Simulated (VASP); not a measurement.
**ZnCdTe2 (space group R3m): computed properties**

The numbers are results of LDA (Ceperley-Alder, Perdew-Zunger), VASP's LDA PAW potentials (set 64) (plane waves; VASP 6.6.1), not measurements.

For ZnCdTe2, the space group comes out as R3m (160) and the cell is a = b = 4.3833 Å, c = 21.5650 Å, α = β = 90.00°, γ = 120.00°. The volume per atom is 29.90 Å³/atom, the band gap (over mesh and band path) is 0.74 eV and the smallest direct gap (over mesh and band path) is 0.74 eV. The band-edge character is direct, Γ to Γ and the density is 6.01 g/cm³.

```xyz
4
Lattice="2.1917 1.2654 7.1883 -2.1917 1.2654 7.1883 0.0000 -2.5307 7.1883" Properties=species:S:1:pos:R:3 pbc="T T T"
Zn     0.0000     0.0000    10.8017
Cd     0.0000     0.0000    21.5304
Te     0.0000     0.0000    18.7656
Te     0.0000     0.0000     8.2059
```

Unless said otherwise, spin-orbit coupling is left out, though it shifts the bands of the heavy elements here.

The structure comes from a computed database's ZnCdTe2 entry (R3m); how it stands against other phases isn't given here. It was relaxed first, which changed the volume by -9 %. Symmetry was kept, so distortions that lower it aren't found.
